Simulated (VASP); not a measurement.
```xyz
2
Lattice="0.0000 2.4931 2.4931 2.4931 0.0000 2.4931 2.4931 2.4931 0.0000" Properties=species:S:1:pos:R:3 pbc="T T T"
K      0.0000     0.0000     0.0000
F      2.4931     2.4931     2.4931
```

All values below come from PBEsol GGA, VASP's PBE PAW potentials (set 64) (plane waves; VASP). Settings: 620 eV cut-off, 9×9×9 Γ-centred mesh, Gaussian smearing of 0.050 eV, potentials K_sv F.

Q: Predict the energy per atom (σ→0), pressure.

A: 
```json
{
  "energy per atom (σ→0)": "-4.172 eV/atom",
  "pressure": "10.20 GPa"
}
```

Only differences to runs with the same potentials and settings are physical.

The compound is KF in the rock salt structure. It was relaxed first under an external pressure of 10 GPa.
